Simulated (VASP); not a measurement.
# Al2SiF2 (R-3m) in VASP: single point with PBE

Aim: the single point of Al2SiF2 with PBE.

All numbers are computed with VASP 6.6.1; they aren't measurements. Logs are shortened: lines on timing, memory, paths and dates and some standing lists are left out, and cuts for length are marked.

### 1 The crystal as given

Symmetry: R-3m, No. 166, trigonal system. Conventional cell: a = 2.960 Å, b = 2.960 Å, c = 28.075 Å, α = 90.00°, β = 90.00°, γ = 120.00°. Around Al (site symmetry 3m) lie 3 F at 2.10 Å. Si (site symmetry -3m) is surrounded by 6 Al at 2.61 Å and 6 Si at 2.96 Å. F (site symmetry 3m) is surrounded by 3 Al at 2.10 Å.

The cell was built by a generator and needn't be a form met in nature.

### 2 Single point, PBE

File INCAR:

```
SYSTEM = Al2SiF2
PREC = Normal
ENCUT = 520
EDIFF = 1E-5
ISMEAR = 0
SIGMA = 0.15
LREAL = Auto
LASPH = .TRUE.
NELM = 80
ALGO = Fast
ISIF = 2
LWAVE = .FALSE.
LCHARG = .FALSE.
GGA = PE
```

File KPOINTS:

```
regular mesh
0
G
  9 5 9
  0 0 0
```

File POSCAR:

```
Al2SiF2
1.0
    1.4800710000      0.8545190000      9.3583600000
   -2.9601420000      1.7090380000     18.7167200000
    0.0000000000     -1.7090390000      9.3583600000
Al Si F
4 2 4
Direct
    0.4034370000      0.2017185000      0.4034370000
    0.4034370000      0.7017185000      0.4034370000
    0.5965630000      0.2982815000      0.5965630000
    0.5965630000      0.7982815000      0.5965630000
    0.0000000000      0.0000000000      0.0000000000
    0.0000000000      0.5000000000      0.0000000000
    0.7803940000      0.3901970000      0.7803940000
    0.7803940000      0.8901970000      0.7803940000
    0.2196060000      0.1098030000      0.2196060000
    0.2196060000      0.6098030000      0.2196060000
```

Potentials or basis: VASP PAW PBE potentials, release 64 (Al, Si, F).

Run with:

```sh
$ cat potpaw_PBE.64/Al/POTCAR potpaw_PBE.64/Si/POTCAR potpaw_PBE.64/F/POTCAR > POTCAR
$ mpirun -np 1 vasp_std > vasp.out
```

OUTCAR:

```text
SYSTEM = Al2SiF2
   PREC = Normal
   ENCUT = 520
   EDIFF = 1E-5
   ISMEAR = 0
   LREAL = Auto
   LASPH = .TRUE.
   NELM = 80
   ISIF = 2
   GGA = PE

 ion  position               nearest neighbor table
   1  0.403  0.202  0.403-   7 2.10   8 2.10   7 2.10   5 2.61   6 2.61   5 2.61   2 2.96   2 2.96
                             2 2.96   2 2.96
   2  0.403  0.702  0.403-   8 2.10   7 2.10   8 2.10   6 2.61   5 2.61   6 2.61   1 2.96   1 2.96
                             1 2.96   1 2.96
   3  0.597  0.298  0.597-   9 2.10   9 2.10  10 2.10   6 2.61   5 2.61   6 2.61   4 2.96   4 2.96
                             4 2.96   4 2.96
   4  0.597  0.798  0.597-  10 2.10  10 2.10   9 2.10   5 2.61   6 2.61   5 2.61   3 2.96   3 2.96
                             3 2.96   3 2.96
   5  0.000  0.000  0.000-   4 2.61   1 2.61   2 2.61   3 2.61   4 2.61   1 2.61   6 2.96   6 2.96
                             6 2.96   6 2.96
   6  0.000  0.500  0.000-   3 2.61   2 2.61   1 2.61   4 2.61   3 2.61   2 2.61   5 2.96   5 2.96
                             5 2.96   5 2.96
   7  0.780  0.390  0.780-   1 2.10   1 2.10   2 2.10
   8  0.780  0.890  0.780-   2 2.10   2 2.10   1 2.10
   9  0.220  0.110  0.220-   3 2.10   4 2.10   3 2.10
  10  0.220  0.610  0.220-   4 2.10   3 2.10   4 2.10

  LATTYP: Found a base centered monoclinic cell.
 ALAT       =    18.7945849157
 B/A-ratio  =     0.1574997195
 C/A-ratio  =     0.2727975254
 COS(beta)  =    -0.0909325262

  Lattice vectors:

 A1 = (   0.0000000000,  -1.7090390000,   9.3583600000)
 A2 = (   1.4800710000,   0.8545190000,   9.3583600000)
 A3 = (  -4.4402130000,   2.5635580000,   0.0000000000)

Analysis of symmetry for initial positions (statically):
=====================================================================
 Subroutine PRICEL returns following result:

  LATTYP: Found a trigonal (rhomboedric) cell.
 ALAT       =     9.5131338042
 COS(alpha) =     0.9515885731

  Lattice vectors:

 A1 = (   1.4800710000,   0.8545190000,   9.3583600000)
 A2 = (  -1.4800710000,   0.8545190000,   9.3583600000)
 A3 = (   0.0000000000,  -1.7090390000,   9.3583600000)

   2 primitive cells build up your supercell.

 Routine SETGRP: Setting up the symmetry group for a
 base centered monoclinic supercell.

 Subroutine GETGRP returns: Found  4 space group operations
 (whereof  4 operations were pure point group operations)
 out of a pool of  4 trial point group operations.

The static configuration has the point symmetry C_2h.

Analysis of symmetry for dynamics (positions and initial velocities):
=====================================================================
 Subroutine PRICEL returns following result:

  LATTYP: Found a trigonal (rhomboedric) cell.
 ALAT       =     9.5131338042
 COS(alpha) =     0.9515885731

  Lattice vectors:

 A1 = (   1.4800710000,   0.8545190000,   9.3583600000)
 A2 = (  -1.4800710000,   0.8545190000,   9.3583600000)
 A3 = (   0.0000000000,  -1.7090390000,   9.3583600000)

   2 primitive cells build up your supercell.

 Routine SETGRP: Setting up the symmetry group for a
 base centered monoclinic supercell.

 Subroutine GETGRP returns: Found  4 space group operations
 (whereof  4 operations were pure point group operations)
 out of a pool of  4 trial point group operations.

The dynamic configuration has the point symmetry C_2h.

 Subroutine INISYM returns: Found  4 space group operations
 (whereof  4 operations are pure point group operations),
 and found     2 'primitive' translations

----------------------------------------------------------------------------------------

                                     Primitive cell

  volume of cell :      71.0159

  direct lattice vectors                    reciprocal lattice vectors
     1.480071000  0.854519000  9.358360000     0.337821632  0.195041423  0.035618783
    -1.480071000  0.854519000  9.358360000    -0.337821632  0.195041423  0.035618783
     0.000000000 -1.709039000  9.358360000     0.000000000 -0.390082846  0.035618763

  length of vectors
     9.513133804  9.513133804  9.513133879     0.391705641  0.391705641  0.391705658

  position of ions in fractional coordinates (direct lattice)
     0.403437000  0.403437000  0.403437000
     0.596563000  0.596563000  0.596563000
     0.000000000  0.000000000  0.000000000
     0.780394000  0.780394000  0.780394000
     0.219606000  0.219606000  0.219606000

  ion indices of the primitive-cell ions
   primitive index   ion index
                 1           1
                 2           3
                 3           5
                 4           7
                 5           9

----------------------------------------------------------------------------------------

 KPOINTS: regular mesh

Automatic generation of k-mesh.
 Grid dimensions read from file:
 generate k-points for:    9    5    9

 Generating k-lattice:

  Cartesian coordinates                     Fractional coordinates (reciprocal lattice)
     0.037535737  0.021671269  0.003957643     0.111111111  0.000000000 -0.000000000
    -0.033782163  0.019504142  0.003561878     0.000000000  0.200000000  0.000000000
     0.000000000 -0.043342538  0.003957640     0.000000000  0.000000000  0.111111111

  Length of vectors
     0.043522849  0.039170564  0.043522851

  Shift w.r.t. Gamma in fractional coordinates (k-lattice)
     0.000000000  0.000000000  0.000000000

 Subroutine IBZKPT returns following result:
 ===========================================

 Found    115 irreducible k-points:

 Following reciprocal coordinates:
            Coordinates               Weight
  0.000000  0.000000  0.000000      1.000000
  0.111111  0.000000 -0.000000      4.000000
  0.222222  0.000000 -0.000000      4.000000
  0.333333 -0.000000 -0.000000      4.000000
  0.444444  0.000000 -0.000000      4.000000
  0.000000  0.200000  0.000000      2.000000
[... 16 lines left out ...]
 -0.111111  0.400000  0.000000      4.000000
  0.111111  0.000000  0.111111      2.000000
 [... further k-points ...]
   k-points           NKPTS =    115   k-points in BZ     NKDIM =    115   number of bands    NBANDS=     30
   number of dos      NEDOS =    301   number of ions     NIONS =     10
   total plane-waves  NPLWV = 314928
   dimension x,y,z NGX =    54 NGY =  108 NGZ =   54
   dimension x,y,z NGXF=   108 NGYF=  216 NGZF=  108
   ions per type =               4   2   4
   NGX,Y,Z   is equivalent  to a cutoff of   9.44,  9.44,  9.44 a.u.
   NGXF,Y,Z  is equivalent  to a cutoff of  18.87, 18.87, 18.87 a.u.
 SYSTEM =  Al2SiF2
   PREC   = normal    normal or accurate (medium, high low for compatibility)
   ISTART =      0    job   : 0-new  1-cont  2-samecut
   ICHARG =      2    charge: 1-file 2-atom 10-const
   ISPIN  =      1    spin polarized calculation?
   LNONCOLLINEAR =      F non collinear calculations
   LSORBIT =      F    spin-orbit coupling
   LASPH  =      T    aspherical Exc in radial PAW
   ENCUT  =  520.0 eV  38.22 Ry    6.18 a.u.  17.69 35.38 17.69*2*pi/ulx,y,z
   NELM   =     80;   NELMIN=  2; NELMDL= -5     # of ELM steps
   EDIFF  = 0.1E-04   stopping-criterion for ELM
   LREAL  =      T    real-space projection
   EDIFFG = 0.1E-03   stopping-criterion for IOM
   NSW    =      0    number of steps for IOM
   IBRION =     -1    ionic relax: 0-MD 1-quasi-New 2-CG
   NFREE  =      0    steps in history (QN), initial steepest desc. (CG)
   ISIF   =      2    stress and relaxation
   ISYM   =      2    0-nonsym 1-usesym 2-fastsym
   POTIM  = 0.5000    time-step for ionic-motion
   TEBEG  =    0.0;   TEEND  =   0.0 temperature during run
   PSTRESS=    0.0 pullay stress
   NELECT =      48.0000    total number of electrons
   NUPDOWN=      -1.0000    fix difference up-down
   EMIN   =  10.00;   EMAX   =-10.00  energy-range for DOS
   EFERMI =   0.00;   METHOD = LEGACY
   ISMEAR =     0;   SIGMA  =   0.15  broadening in eV -4-tet -1-fermi 0-gaus
   EFERMI_NEDOS =   21; number of points for ismear=-14 and -15
   IALGO  =     68    algorithm
   IMIX   =      4    mixing-type and parameters
     AMIX     =   0.40;   BMIX     =  1.00
     AMIX_MAG =   1.60;   BMIX_MAG =  1.00
  volume/ion in A,a.u.               =      14.20        95.85
  Fermi-wavevector in a.u.,A,eV,Ry     =   1.140320  2.154892 17.692062  1.300330
  Thomas-Fermi vector in A             =   2.277022
   LORBIT       =      0    0 simple, 1 ext, 2 COOP (PROOUT), +10 PAW based schemes
   GGA     = PE    functional components
   LHFCALC =     F    Hartree Fock is set to
   AEXX    =    0.0000 exact exchange contribution
   IVDW    =     0    specifies the selected vdW correction
   LEPSILON=     F    determine dielectric tensor
   LRPA    =     F    only Hartree local field effects (RPA)
 non-spin polarized calculation
 RMM-DIIS sequential band-by-band and
 Gauss-broadening in eV      SIGMA  =   0.15
  energy-cutoff  :      520.00
  volume of cell :      142.03
 maximum number of plane-waves:      3857
   NGX = 35   NGY = 71   NGZ = 35

 number of electron      48.0000063 magnetization

 Free energy of the ion-electron system (eV)
  ---------------------------------------------------
  ext. energy  EPLUGINS =         0.00000000
  ---------------------------------------------------
  free energy    TOTEN  =       -45.66291160 eV

  energy without entropy =      -45.63732645  energy(sigma->0) =      -45.65011903

 E-fermi :   6.7349     XC(G=0):  -9.7027

 val. band max:        6.7239613001   @ k =  -0.2222   0.4000   0.1111
 cond. band min:       6.7559235103   @ k =   0.4444   0.0000   0.1111
 fundamental gap:      0.0319622103
 Fermi energy:         6.7348837826

 k-point     1 :       0.0000    0.0000    0.0000
  band No.  band energies     occupation
      1     -19.7603      2.00000
      2     -19.7224      2.00000
      3     -19.3747      2.00000
      4     -19.3639      2.00000
      5      -6.0515      2.00000
      6      -3.2721      2.00000
[... 781 lines left out ...]
     29      10.5767      0.00000
     30      10.7129      0.00000

 [... further k-points ...]

------------------------ aborting loop because EDIFF is reached ----------------------------------------

  FORCE on cell =-STRESS in cart. coord.  units (eV):
  Direction    XX          YY          ZZ          XY          YZ          ZX
  --------------------------------------------------------------------------------------
  -------------------------------------------------------------------------------------
  Total        0.1197148     -0.3221942      1.6714253     -0.3827044     -0.0878463      0.1521542
  in kB        1.3504323     -3.6344843     18.8543744     -4.3170647     -0.9909431      1.7163627
  external PRESSURE =       5.5234408 kB  Pullay stress =       0.0000000 kB

 VOLUME and BASIS-vectors are now :
 -----------------------------------------------------------------------------
  energy-cutoff  :      520.00
  volume of cell :      142.03
      direct lattice vectors                 reciprocal lattice vectors
     1.480071000  0.854519000  9.358360000     0.337821632  0.195041423  0.035618783
    -2.960142000  1.709038000 18.716720000    -0.168910816  0.097520711  0.017809392
     0.000000000 -1.709039000  9.358360000     0.000000000 -0.390082846  0.035618763

 POSITION                                       TOTAL-FORCE (eV/Angst)
 -----------------------------------------------------------------------------------
      0.00000     -0.00000     11.32653         0.000274     -0.000158      0.152831
     -1.48007      0.85452     20.68489         0.000274     -0.000158      0.152831
      0.00000     -0.00000     16.74855        -0.000274      0.000158     -0.152831
     -1.48007      0.85452     26.10691        -0.000274      0.000158     -0.152831
      0.00000      0.00000      0.00000         0.000000     -0.000000     -0.000000
     -1.48007      0.85452      9.35836         0.000000     -0.000000     -0.000000
      0.00000     -0.00000     21.90962         0.012001     -0.006928      0.005304
     -1.48007      0.85452     31.26798         0.012001     -0.006928      0.005304
      0.00000     -0.00000      6.16546        -0.012001      0.006928     -0.005304
     -1.48007      0.85452     15.52382        -0.012001      0.006928     -0.005304
 -----------------------------------------------------------------------------------
    total drift:                                0.000000     -0.000000      0.000000

  FREE ENERGIE OF THE ION-ELECTRON SYSTEM (eV)
  ---------------------------------------------------
  free  energy   TOTEN  =       -45.6629115983 eV

  energy  without entropy=      -45.6373264541  energy(sigma->0) =      -45.65011903
```

Run time: 64 min. Hardware: 1 thread of Intel Xeon Platinum 8259CL at 2.50GHz (Skylake/Cascade Lake), shared host; peak memory 0.85 GiB.

Results:

- Free energy: -45.6629 eV
- Pressure: 0.6 GPa
- Largest force: 0.153 eV/Å
- Band gap on the k mesh: none (metal or under the smearing width)

Forces on the atoms (eV/Å):
```
Al   0.000  0.000  0.153
Al   0.000  0.000  0.153
Al   0.000  0.000 -0.153
Al   0.000  0.000 -0.153
Si   0.000  0.000  0.000
Si   0.000  0.000  0.000
F    0.012 -0.007  0.005
F    0.012 -0.007  0.005
F   -0.012  0.007 -0.005
F   -0.012  0.007 -0.005
```

Levels at points of the mesh, in eV from the Fermi level:
| k point | band 20 | band 21 | band 22 | band 23 | band 24 | band 25 | band 26 | band 27 | band 28 | band 29 |
| --- | --- | --- | --- | --- | --- | --- | --- | --- | --- | --- |
| (0.00, 0.00, 0.00) | -6.16 | -3.75 | -2.72 | -1.86 | 0.63 | 1.34 | 2.19 | 2.61 | 3.16 | 4.85 |
